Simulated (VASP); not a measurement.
# Band edges against the vacuum: InP(110), part 2 of 3

Aim: ionisation energy and electron affinity of InP(110), from a slab and a bulk run lined up through core potentials.

VASP 6.6.1; r2SCAN; plane waves and PAW (In, P).

So far, gap on the k-mesh (eV): step 3 (band edges of the bulk) 0.946.

### Step 4. Relaxing the slab

System of this step: InP(110). The cell holds 18 atoms: 9 In and 9 P. Its edges and angles: a = 4.204 Å, b = 5.946 Å, c = 32.817 Å, α = 90.0°, β = 90.0°, γ = 90.0°. It derives from InP. 9 layers, cut at this functional's lattice. Vacuum lies along c.

All atoms relax at the fixed cell.

The input, INCAR:

```
SYSTEM = InP
PREC = Normal
ENCUT = 320
EDIFF = 1E-05
NELM = 120
ISMEAR = 0
SIGMA = 0.03
LREAL = Auto
ALGO = Normal
METAGGA = R2SCAN
LASPH = .TRUE.
NBANDS = 54
LORBIT = 11
LWAVE = .FALSE.
LCHARG = .FALSE.
KPAR = 2
NCORE = 2
IBRION = 2
NSW = 60
ISIF = 2
EDIFFG = -0.03
POTIM = 0.4
MAXMIX = 40
IDIPOL = 3
LDIPOL = .TRUE.
DIPOL = 0.5 0.5 0.5
```

The input, POSCAR:

```
InP
1.0
    4.2042870626      0.0000000000      0.0000000000
    0.0000000000      5.9457597840      0.0000000000
    0.0000000000      0.0000000000     32.8171482503
In P
9 9
Direct
    0.0000000000      0.0000000000      0.2437749900
    0.5000000000      0.5000000000      0.3078312400
    0.0000000000      0.0000000000      0.3718875000
    0.5000000000      0.5000000000      0.4359437500
    0.0000000000      0.0000000000      0.5000000000
    0.5000000000      0.5000000000      0.5640562500
    0.0000000000      0.0000000000      0.6281125000
    0.5000000000      0.5000000000      0.6921687600
    0.0000000000      0.0000000000      0.7562250100
    0.0000000000      0.7500000000      0.3078312400
    0.5000000000      0.2500000000      0.2437749900
    0.0000000000      0.7500000000      0.4359437500
    0.5000000000      0.2500000000      0.3718875000
    0.0000000000      0.7500000000      0.5640562500
    0.5000000000      0.2500000000      0.5000000000
    0.0000000000      0.7500000000      0.6921687600
    0.5000000000      0.2500000000      0.6281125000
    0.5000000000      0.2500000000      0.7562250100
```

The input, KPOINTS:

```
Automatic mesh
0
Gamma
6 4 1
0 0 0
```

The projector-augmented-wave data sets are In and P (PBE family, release 64).

Run with:

```
mpirun -np 4 vasp_std
```

What it wrote:

```text
[banner, memory and clock lines left out]
running    4 mpi-ranks, on    1 nodes
 distrk:  each k-point on    2 cores,    2 groups
 distr:  one band on    2 cores,    1 groups

 POSCAR found type information on POSCAR InP
 POSCAR found :  2 types and      18 ions
 [... a notice as in an earlier step ...]

 LDA part: xc-table for (None), standard interpolation
 POSCAR, INCAR and KPOINTS ok, starting setup
 FFT: planning ... GRIDC
 FFT: planning ... GRID_SOFT
 FFT: planning ... GRID
 WAVECAR not read
 entering main loop
       N       E                     dE             d eps       ncg     rms          rms(c)
DAV:   1     0.863909518356E+02    0.86391E+02   -0.18346E+04  1312   0.690E+02
DAV:   2    -0.258504371709E+03   -0.34490E+03   -0.33335E+03  1700   0.150E+02
DAV:   3    -0.296952734340E+03   -0.38448E+02   -0.38011E+02  1592   0.517E+01
DAV:   4    -0.298527951032E+03   -0.15752E+01   -0.15698E+01  1752   0.121E+01
DAV:   5    -0.298578669356E+03   -0.50718E-01   -0.50673E-01  1696   0.204E+00    0.159E+01
DAV:   6    -0.286595995700E+03    0.11983E+02   -0.69763E+00  1466   0.722E+00    0.107E+01
DAV:   7    -0.286504224221E+03    0.91771E-01   -0.42881E+00  1640   0.480E+00    0.307E+00
DAV:   8    -0.286460068460E+03    0.44156E-01   -0.69944E-01  1512   0.220E+00    0.159E+00
DAV:   9    -0.286465387262E+03   -0.53188E-02   -0.61796E-02  1520   0.757E-01    0.564E-01
DAV:  10    -0.286465703891E+03   -0.31663E-03   -0.92845E-03  1640   0.273E-01    0.383E-01
DAV:  11    -0.286471551131E+03   -0.58472E-02   -0.67391E-03  1472   0.244E-01    0.121E-01
DAV:  12    -0.286471710688E+03   -0.15956E-03   -0.25014E-04  1576   0.542E-02    0.772E-02
DAV:  13    -0.286473549949E+03   -0.18393E-02   -0.82818E-04  1516   0.821E-02    0.292E-02
DAV:  14    -0.286474280725E+03   -0.73078E-03   -0.21342E-04  1624   0.428E-02    0.448E-02
DAV:  15    -0.286474487644E+03   -0.20692E-03   -0.12987E-05  1282   0.156E-02    0.270E-02
DAV:  16    -0.286475137965E+03   -0.65032E-03   -0.20480E-04  1528   0.358E-02    0.134E-02
DAV:  17    -0.286475282199E+03   -0.14423E-03   -0.29450E-05  1344   0.149E-02    0.130E-02
DAV:  18    -0.286475377991E+03   -0.95792E-04   -0.15907E-05  1190   0.148E-02    0.272E-03
DAV:  19    -0.286475423136E+03   -0.45145E-04   -0.92611E-06  1192   0.115E-02    0.240E-03
DAV:  20    -0.286475457519E+03   -0.34383E-04   -0.23597E-06  1100   0.711E-03    0.140E-03
DAV:  21    -0.286475500676E+03   -0.43157E-04   -0.91303E-06  1180   0.980E-03    0.137E-03
DAV:  22    -0.286475512387E+03   -0.11711E-04   -0.10647E-06  1050   0.485E-03    0.106E-03
DAV:  23    -0.286475534934E+03   -0.22546E-04   -0.17134E-06  1096   0.532E-03    0.655E-04
DAV:  24    -0.286475543861E+03   -0.89273E-05   -0.10925E-06  1088   0.453E-03
   1 F= -.28647554E+03 E0= -.28647554E+03  d E =-.286476E+03
 curvature:   0.00 expect dE= 0.000E+00 dE for cont linesearch  0.000E+00
 trial: gam= 0.00000 g(F)=  0.394E+00 g(S)=  0.000E+00 ort = 0.000E+00 (trialstep = 0.100E+01)
 search vector abs. value=  0.394E+00
 bond charge predicted
       N       E                     dE             d eps       ncg     rms          rms(c)
DAV:   2    -0.286811838129E+03   -0.21838E-01   -0.25673E-01  1632   0.149E+00    0.429E-01
DAV:   3    -0.286815033627E+03   -0.31955E-02   -0.79142E-03  1562   0.304E-01    0.246E-01
DAV:   4    -0.286815109476E+03   -0.75849E-04   -0.24450E-03  1610   0.151E-01    0.128E-01
DAV:   5    -0.286815369466E+03   -0.25999E-03   -0.68987E-04  1476   0.790E-02    0.474E-02
DAV:   6    -0.286815384654E+03   -0.15188E-04   -0.71932E-05  1632   0.279E-02    0.307E-02
DAV:   7    -0.286815298306E+03    0.86349E-04   -0.42481E-05  1290   0.217E-02    0.142E-02
DAV:   8    -0.286815432201E+03   -0.13390E-03   -0.34139E-05  1436   0.175E-02    0.187E-02
DAV:   9    -0.286815440824E+03   -0.86226E-05   -0.26559E-06  1180   0.693E-03
   2 F= -.28681544E+03 E0= -.28681544E+03  d E =-.339897E+00
[... from here on, the cycles between the ionic steps are left out ...]
   3 F= -.28720650E+03 E0= -.28720650E+03  d E =-.730959E+00
   4 F= -.28748071E+03 E0= -.28748071E+03  d E =-.274207E+00
   5 F= -.28767386E+03 E0= -.28767386E+03  d E =-.467358E+00
   6 F= -.28767772E+03 E0= -.28767772E+03  d E =-.471213E+00
   7 F= -.28771247E+03 E0= -.28771247E+03  d E =-.347584E-01
   8 F= -.28771293E+03 E0= -.28771293E+03  d E =-.352133E-01
   9 F= -.28772940E+03 E0= -.28772940E+03  d E =-.164758E-01
  10 F= -.28773655E+03 E0= -.28773655E+03  d E =-.236179E-01
  11 F= -.28774837E+03 E0= -.28774837E+03  d E =-.118189E-01
  12 F= -.28774881E+03 E0= -.28774881E+03  d E =-.122624E-01
  13 F= -.28775154E+03 E0= -.28775154E+03  d E =-.272765E-02
  14 F= -.28775164E+03 E0= -.28775164E+03  d E =-.283039E-02
  15 F= -.28775371E+03 E0= -.28775371E+03  d E =-.207459E-02
  16 F= -.28775456E+03 E0= -.28775456E+03  d E =-.291522E-02
  17 F= -.28775566E+03 E0= -.28775566E+03  d E =-.110807E-02
  18 F= -.28775733E+03 E0= -.28775733E+03  d E =-.277305E-02
  19 F= -.28775750E+03 E0= -.28775750E+03  d E =-.294035E-02
 curvature:  -9.82 expect dE=-0.125E-01 dE for cont linesearch -0.917E-06
 trial: gam= 0.40682 g(F)=  0.127E-02 g(S)=  0.000E+00 ort = 0.259E-04 (trialstep = 0.145E+01)
 search vector abs. value=  0.248E-02
 bond charge predicted
       N       E                     dE             d eps       ncg     rms          rms(c)
DAV:   1    -0.287757974384E+03   -0.47910E-03   -0.59250E-02  1296   0.685E-01    0.125E-01
DAV:   2    -0.287758151825E+03   -0.17744E-03   -0.42195E-03  1588   0.216E-01    0.621E-02
DAV:   3    -0.287758392147E+03   -0.24032E-03   -0.32172E-04  1478   0.598E-02    0.354E-02
DAV:   4    -0.287758386596E+03    0.55508E-05   -0.36861E-05  1584   0.205E-02
  20 F= -.28775839E+03 E0= -.28775839E+03  d E =-.891236E-03
 trial-energy change:   -0.000891  1 .order   -0.000984   -0.001856   -0.000112
 step:   1.5894(harm=  1.5393)  dis= 0.00413  next Energy=  -287.758392 (dE=-0.897E-03)
 reached required accuracy - stopping structural energy minimisation
```

Run time: 14 min. Hardware: 4 MPI ranks of Intel Xeon 6975P-C (Granite Rapids), shared host; peak memory 1.1 GiB.

From OUTCAR (step 4):

```text
  LATTYP: Found a simple orthorhombic cell.
 ALAT       =     4.2042870626
 B/A-ratio  =     1.4142135624
 C/A-ratio  =     7.8056392824

 Subroutine GETGRP returns: Found  4 space group operations
 (whereof  4 operations were pure point group operations)

The static configuration has the point symmetry C_2v.

 Found     12 irreducible k-points:

   k-points           NKPTS =     12   k-points in BZ     NKDIM =     12   number of bands    NBANDS=     54

   dimension x,y,z NGX =    18 NGY =   28 NGZ =  144
   dimension x,y,z NGXF=    36 NGYF=   56 NGZF=  288

   ENCUT  =  320.0 eV  23.52 Ry    4.85 a.u.   6.13  8.67 47.87*2*pi/ulx,y,z

   NELECT =      72.0000    total number of electrons

 dipolmoment           0.000000      0.000000      0.000000 electrons x Angstroem

 E-fermi :  -0.2793

 k-point     1 :       0.0000    0.0000    0.0000
  band No.  band energies     occupation
    ...
     32      -0.6576      2.00000
     33      -0.5807      2.00000
     34      -0.5506      2.00000
     35      -0.4822      2.00000
     36      -0.4089      2.00000
     37       0.8344      0.00000
     38       1.4218      0.00000
     39       1.7513      0.00000
     40       1.9159      0.00000
     41       1.9693      0.00000
    ...

 k-point     2 :       0.1667    0.0000    0.0000
  band No.  band energies     occupation
    ...
     32      -1.3768      2.00000
     33      -1.1295      2.00000
     34      -1.0710      2.00000
     35      -0.8374      2.00000
     36      -0.6610      2.00000
     37       1.7480      0.00000
     38       2.0547      0.00000
     39       2.0848      0.00000
     40       2.3902      0.00000
     41       2.6472      0.00000
    ...

  Total       -2.2737982     -1.2510723     -0.3462581      0.0000000      0.0000000      0.0000000
  in kB       -4.4408074     -2.4433879     -0.6762543      0.0000000      0.0000000      0.0000000
  external PRESSURE =      -2.5201498 kB  Pullay stress =       0.0000000 kB

  energy-cutoff  :      320.00
  volume of cell :      820.35
      direct lattice vectors                 reciprocal lattice vectors
     4.204287063  0.000000000  0.000000000     0.237852455  0.000000000  0.000000000
     0.000000000  5.945759784  0.000000000     0.000000000  0.168187084  0.000000000
     0.000000000  0.000000000 32.817148250     0.000000000  0.000000000  0.030471874

 POSITION                                       TOTAL-FORCE (eV/Angst)
 -----------------------------------------------------------------------------------
      0.00000      0.34201      8.43725        -0.000000      0.013496      0.004473
      2.10214      2.89223      9.99348        -0.000000     -0.000995     -0.000341
      0.00000      5.88893     12.23584        -0.000000      0.005048     -0.012703
      2.10214      2.90380     14.28408         0.000000      0.014025      0.004815
      0.00000      5.89378     16.40857        -0.000000     -0.011437     -0.000000
      2.10214      2.90380     18.53306         0.000000      0.014025     -0.004815
      0.00000      5.88893     20.58131        -0.000000      0.005048      0.012703
      2.10214      2.89223     22.82367        -0.000000     -0.000995      0.000341
      0.00000      0.34201     24.37989        -0.000000      0.013496     -0.004473
      0.00000      4.38236     10.12484        -0.000000      0.004564     -0.024993
      2.10214      1.58987      7.76123        -0.000000     -0.023478      0.002314
      0.00000      4.39465     14.31738        -0.000000     -0.007913      0.003029
      2.10214      1.44079     12.16290         0.000000     -0.004722      0.016640
      0.00000      4.39465     18.49977        -0.000000     -0.007913     -0.003029
      2.10214      1.43523     16.40857        -0.000000      0.011390     -0.000000
      0.00000      4.38236     22.69230         0.000000      0.004564      0.024993
      2.10214      1.44079     20.65425         0.000000     -0.004722     -0.016640
      2.10214      1.58987     25.05592        -0.000000     -0.023478     -0.002314
 -----------------------------------------------------------------------------------
    total drift:                               -0.000000     -0.019033     -0.000013

  FREE ENERGIE OF THE ION-ELECTRON SYSTEM (eV)
  ---------------------------------------------------
  free  energy   TOTEN  =      -287.7583865957 eV

  energy  without entropy=     -287.7583865957  energy(sigma->0) =     -287.75838660

 vacuum level on the upper side and lower side of the slab         4.994         4.994

 total charge
# of ion       s       p       d       tot
------------------------------------------
    1        1.202   1.220   0.189   2.611
    2        1.129   1.385   0.237   2.751
    3        1.131   1.398   0.237   2.765
    4        1.130   1.392   0.237   2.760
    5        1.130   1.404   0.240   2.774
    6        1.130   1.392   0.237   2.760
    7        1.131   1.398   0.237   2.765
    8        1.129   1.385   0.237   2.751
    9        1.202   1.220   0.189   2.611
   10        1.027   1.491   0.000   2.518
   11        1.068   1.403   0.000   2.471
   12        1.024   1.497   0.000   2.520
   13        1.025   1.488   0.000   2.513
   14        1.024   1.497   0.000   2.520
   15        1.024   1.494   0.000   2.517
   16        1.027   1.491   0.000   2.518
   17        1.025   1.488   0.000   2.513
   18        1.068   1.403   0.000   2.471
--------------------------------------------------
tot         19.626  25.444   2.042  47.112

[... 1 part as in an earlier step ...]

[... 7 further parts left out ...]
```

CONTCAR:

```
InP
   1.00000000000000
     4.2042870625999997    0.0000000000000000    0.0000000000000000
     0.0000000000000000    5.9457597839999998    0.0000000000000000
     0.0000000000000000    0.0000000000000000   32.8171482503000007
  In              P
     9     9
Direct
     0.0000000000000000    0.0575222100910274    0.2570989270471055
     0.5000000000000000    0.4864353009041526    0.3045199747696171
     0.0000000000000000    0.9904413574494528    0.3728489925307734
     0.5000000000000000    0.4883810040586068    0.4352628213819003
     0.0000000000000000    0.9912569476749600    0.5000000000000000
     0.5000000000000000    0.4883810040586068    0.5647371786180996
     0.0000000000000000    0.9904413574494528    0.6271510074692267
     0.5000000000000000    0.4864353009041526    0.6954800252303831
     0.0000000000000000    0.0575222100910274    0.7429010729528945
     0.0000000000000000    0.7370559283316541    0.3085229746934503
     0.5000000000000000    0.2673959084531221    0.2364992292933079
     0.0000000000000000    0.7391241611137768    0.4362773921965474
     0.5000000000000000    0.2423219398496461    0.3706264070300783
     0.0000000000000000    0.7391241611137768    0.5637226078034526
     0.5000000000000000    0.2413874318221634    0.5000000000000000
     0.0000000000000000    0.7370559283316541    0.6914770253065498
     0.5000000000000000    0.2423219398496461    0.6293735929699218
     0.5000000000000000    0.2673959084531221    0.7635007707066922
```

The run keeps the 4 symmetry operations of its start, so it cannot find a distortion of lower symmetry.

The steps of the relaxation:

| step | energy less that of the first step (eV) | largest force (eV/Å) |
| --- | --- | --- |
| 1 | 0.0000 | 1.7003 |
| 2 | -0.3399 | 1.3649 |
| 3 | -0.7310 | 0.8395 |
| 4 | -1.0052 | 0.6144 |
| 5 | -1.1983 | 0.4330 |
| 6 | -1.2022 | 0.3926 |
| 7 | -1.2369 | 0.2054 |
| 8 | -1.2374 | 0.2197 |
| 9 | -1.2539 | 0.1427 |
| 10 | -1.2610 | 0.1585 |
| 11 | -1.2728 | 0.0684 |
| 12 | -1.2733 | 0.0835 |
| 13 | -1.2760 | 0.0714 |
| 14 | -1.2761 | 0.0720 |
| 15 | -1.2782 | 0.0575 |
| 16 | -1.2790 | 0.0733 |
| 17 | -1.2801 | 0.0683 |
| 18 | -1.2818 | 0.0821 |
| 19 | -1.2820 | 0.0786 |
| 20 | -1.2828 | 0.0254 |

The atoms that moved most (Å):

| atom | dx | dy | dz | length |
| --- | --- | --- | --- | --- |
| In1 | 0.000 | 0.342 | 0.437 | 0.555 |
| In9 | 0.000 | 0.342 | -0.437 | 0.555 |
| P18 | 0.000 | 0.103 | 0.239 | 0.260 |
| P11 | 0.000 | 0.103 | -0.239 | 0.260 |
| In2 | 0.000 | -0.081 | -0.109 | 0.135 |
| In8 | 0.000 | -0.081 | 0.109 | 0.135 |
| P16 | 0.000 | -0.077 | -0.023 | 0.080 |
| P10 | 0.000 | -0.077 | 0.023 | 0.080 |

Final coordinates:

```
In P
1.0
     4.20429    0.00000    0.00000
     0.00000    5.94576    0.00000
     0.00000    0.00000   32.81715
In P
9 9
Direct
  0.00000 0.05752 0.25710
  0.50000 0.48644 0.30452
  0.00000 0.99044 0.37285
  0.50000 0.48838 0.43526
  0.00000 0.99126 0.50000
  0.50000 0.48838 0.56474
  0.00000 0.99044 0.62715
  0.50000 0.48644 0.69548
  0.00000 0.05752 0.74290
  0.00000 0.73706 0.30852
  0.50000 0.26740 0.23650
  0.00000 0.73912 0.43628
  0.50000 0.24232 0.37063
  0.00000 0.73912 0.56372
  0.50000 0.24139 0.50000
  0.00000 0.73706 0.69148
  0.50000 0.24232 0.62937
  0.50000 0.26740 0.76350
```

Numbers from this step:

```yaml
electronic_cycles: 160
electrons: 72
free_energy_toten: -287.7584 eV
fermi_energy: -0.2793 eV
dipole_moment: 0, 0, 0 e·Å
gap_on_the_k_mesh: 1.243 eV
least_direct_gap_on_the_k_mesh: 1.243 eV
```

The run ended after 20 ionic steps, 1.283 eV below its first step, once the forces on the free atoms met EDIFFG = -0.03.

(Part 2 of 3 ends here.)

[Lines on the potential files, build, host, timing and source positions are cut from VASP's logs without a mark.]

[Logs are printed without paths, hosts, clocks, repeated set-up lines and the standing remarks that a program may print on its own settings, such as how far it seeks lower states.]

[Hosts, paths, dates, database ids (printed as entryN), source tags and the programs' standing remarks are cut or masked in the printed files.]

[Runs that stopped without an error message from VASP are left out.]
